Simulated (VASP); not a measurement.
OSZICAR of a VASP run on Y3Be (space group I4/mmm):

File OSZICAR:
```
       N       E                     dE             d eps       ncg     rms          rms(c)
DAV:   1     0.156802791386E+03    0.15680E+03   -0.13135E+04  1576   0.107E+03
DAV:   2    -0.242658449822E+01   -0.15923E+03   -0.15541E+03  1672   0.302E+02
DAV:   3    -0.208987978978E+02   -0.18472E+02   -0.18068E+02  2376   0.603E+01
DAV:   4    -0.229625444157E+02   -0.20637E+01   -0.20338E+01  2376   0.203E+01
DAV:   5    -0.230762274388E+02   -0.11368E+00   -0.11337E+00  2140   0.426E+00    0.366E+01
DAV:   6    -0.219528736739E+02    0.11234E+01   -0.46241E+00  1614   0.774E+00    0.254E+01
DAV:   7    -0.219021904101E+02    0.50683E-01   -0.14782E+00  2100   0.585E+00    0.672E+00
DAV:   8    -0.219034193001E+02   -0.12289E-02   -0.21059E-01  2018   0.222E+00    0.225E+00
DAV:   9    -0.219001058767E+02    0.33134E-02   -0.27977E-02  2102   0.100E+00    0.861E-01
DAV:  10    -0.218990085802E+02    0.10973E-02   -0.75373E-03  1872   0.687E-01    0.290E-01
DAV:  11    -0.218989289411E+02    0.79639E-04   -0.22069E-03  2084   0.304E-01    0.587E-02
DAV:  12    -0.218989154252E+02    0.13516E-04   -0.17485E-04  2000   0.958E-02    0.275E-02
DAV:  13    -0.218989136784E+02    0.17468E-05   -0.25712E-05  1974   0.327E-02    0.159E-02
DAV:  14    -0.218989147897E+02   -0.11113E-05   -0.31512E-06  1368   0.984E-03    0.643E-03
DAV:  15    -0.218989153952E+02   -0.60559E-06   -0.20314E-06  1040   0.509E-03
   1 F= -.21898915E+02 E0= -.21702000E+02  d E =-.393832E+00  mag=    -0.0000     0.0000    -0.0000
```

### Question
Which electronic solver shows in the log?

### Answer
It is blocked Davidson (ALGO = Normal, or the opening steps of other solvers). The INCAR had ALGO = Normal.

### Question
How was spin treated?

### Answer
With non-collinear spinors: mag has three components.

### Question
Can the final energy be trusted as converged?

### Answer
The calculation finished and met its thresholds. It stopped with EDIFF = 1E-6, NELM = 100 (PBE GGA with spin-orbit coupling, plane waves, VASP's PBE PAW potentials (set 64)).

The structure was generated: Y3Be was put into an ordered model structure, which need not be its known phase. The cell was not relaxed at this level. The k-mesh is coarse (spacing up to 0.37 per Å, 2π included), so the numbers may not be converged in it. The run is one of a series of settings (GGA_COMPAT = .FALSE., LNONCOLLINEAR = .TRUE., LSORBIT = .TRUE., MAGMOM = 0.0 0.0 0.0 0.0 0.0 0.0 0.0 0.0 0.0 0.0 0.0 0.0, program vasp_ncl against the base run), some of them coarse on purpose.
